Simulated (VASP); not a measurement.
Crystal: MnRuN2.

```
Mn Ru N
1.0
     3.05000    0.00000    0.00000
    -1.52500    2.64138    0.00000
     0.00000    0.00000   11.10000
Mn Ru N
2 2 4
Cartesian
  0.0000 0.0000 5.5500
  0.0000 0.0000 0.0000
  1.5250 0.8805 2.7750
  0.0000 1.7609 8.3250
  0.0000 1.7609 1.4430
  0.0000 1.7609 4.1070
  1.5250 0.8805 6.9930
  1.5250 0.8805 9.6570
```

The cell was built by a generator and needn't be a form met in nature.

```yaml
Program: VASP 6.6.1
Task: relaxation of cell and atoms
Functional: PBE
Potentials_or_basis: VASP PAW PBE potentials, release 64 (Mn_pv, Ru_pv, N)
Cutoff: 520 eV
k_mesh: 5 × 5 × 2
Occupations: gaussian, width 0.15 eV
Spin: collinear spin, ferromagnetic start
Starting_moments: "[4.0, 4.0, 1.0, 1.0, 0.0, 0.0, 0.0, 0.0] μB"
```

At the start: pressure -20.6 GPa; volume 11.18 Å³/atom.

**Question.** Where does the relaxation end?

**Answer.** Over 9 steps the energy falls by 134.4 meV/atom and the volume is 9.56 Å³/atom (-14.5 %); space group P6_3/mmc (No. 194, to 0.05 Å); moment 5.64 μB per cell.

The path:
| step | energy change (eV) | largest force (eV/Å) | pressure (GPa) | volume (Å³) |
| --- | --- | --- | --- | --- |
| 1 | 0.0000 | 0.0444 | -20.59 | 89.42 |
| 2 | -0.2374 | 2.1795 | 24.67 | 72.05 |
| 3 | -0.7700 | 0.8696 | 0.15 | 79.37 |
| 4 | -0.7702 | 0.8909 | 1.15 | 79.18 |
| 5 | -0.9187 | 0.6467 | -0.06 | 78.41 |
| 6 | -1.0667 | 0.0356 | -0.86 | 76.44 |
| 7 | -1.0699 | 0.1088 | -0.36 | 76.73 |
| 8 | -1.0702 | 0.0836 | -0.21 | 76.68 |
| 9 | -1.0754 | 0.0094 | -0.17 | 76.46 |

Final structure:
```cif
data_structure
_symmetry_space_group_name_H-M 'P 1'
_symmetry_Int_Tables_number 1
_cell_length_a 2.9724
_cell_length_b 2.9724
_cell_length_c 9.9925
_cell_angle_alpha 90.000
_cell_angle_beta 90.000
_cell_angle_gamma 120.000
_cell_volume 76.46
loop_
_atom_site_label
_atom_site_type_symbol
_atom_site_fract_x
_atom_site_fract_y
_atom_site_fract_z
_atom_site_occupancy
Mn1 Mn 0.00000 0.00000 0.50000 1
Mn2 Mn 0.00000 0.00000 0.00000 1
Ru1 Ru 0.66667 0.33333 0.25000 1
Ru2 Ru 0.33333 0.66667 0.75000 1
N1 N 0.33333 0.66667 0.11743 1
N2 N 0.33333 0.66667 0.38257 1
N3 N 0.66667 0.33333 0.61743 1
N4 N 0.66667 0.33333 0.88257 1
```

Caveat: the k mesh is coarse (spacing up to 0.48 Å⁻¹), so the values aren't converged; only a ferromagnetic start was run, and an antiferromagnetic order may lie lower in energy.
